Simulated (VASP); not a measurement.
TiB$_{2}$ (AlB2 type): the lattice constant c from VASP (plane waves, PAW) at several levels of theory. Static lattice.  The measured value holds thermal and zero-point effects that the static calculation lacks.

```
level   lattice constant c (Å)  error against measurement
------  ----------------------  -------------------------
LDA                      3.163                     -2.0 %
PBE                      3.226                     -0.1 %
PBEsol                   3.187                     -1.3 %
SCAN                     3.230                     +0.0 %
r2SCAN                   3.229                     -0.0 %
```

Measured: 3.229 Å at 293 K (as given by R. G. Munro, J. Res. NIST 105, 709 (2000), Material Properties of Titanium Diboride).

The cell of the LDA run:

TiB$_{2}$ is taken in the hexagonal space group P6/mmm (No. 191), Pearson symbol hP3. Lattice parameters: a = 2.9958 Å, b = 2.9958 Å, c = 3.1632 Å, α = 90.00°, β = 90.00°, γ = 120.00°. Ti on 1a is surrounded by 12 B at 2.344 Å and 6 Ti at 2.996 Å and 2 Ti at 3.163 Å. B on 2d is coordinated by 3 B at 1.730 Å and 6 Ti at 2.344 Å. (Neighbours: up to the widest gap in distance over summed covalent radii, below 1.35, at either atom; cation-cation and far metal-metal contacts left out.)

Only levels that ran to the end are used. Left out are those held back, those with too coarse a band path, GW runs whose mesh misses a band edge, hybrids' fits of cells that aren't cubic and levels without matching references; a question may draw on a part of the rest.

The compound is TiB2 in the AlB2 type structure.
